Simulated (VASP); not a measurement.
Input:

```yaml
crystal:
  lattice:
    - [0.00000, 3.38583, 3.38583]
    - [3.38583, 0.00000, 3.38583]
    - [3.38583, 3.38583, 0.00000]
  atoms:
    - { symbol: K, position: [0.00000, 0.00000, 0.00000] }
    - { symbol: Br, position: [0.50000, 0.50000, 0.50000] }
```

The numbers are results of HSEsol screened hybrid, VASP's PBE PAW potentials (set 64) (plane waves; VASP), not measurements. Numerical set-up: 520 eV cut-off, 6×6×6 Γ-centred mesh, Gaussian smearing of 0.050 eV, potentials K_sv Br.

### Question
What does the run give for the energy per atom (σ→0), pressure, band gap (on the k-mesh) with the smallest direct gap where there is one?

### Answer

```json
{
 "band gap (on the k-mesh)": "5.28 eV",
 "smallest direct gap (on the k-mesh)": "5.28 eV",
 "energy per atom (σ→0)": "-3.671 eV/atom",
 "pressure": "-1.21 GPa"
}
```

The compound is KBr in the rock salt structure. This cell is one point of a volume scan, at 1.03 of the reference volume. The cell's shape comes from a PBE relaxation.
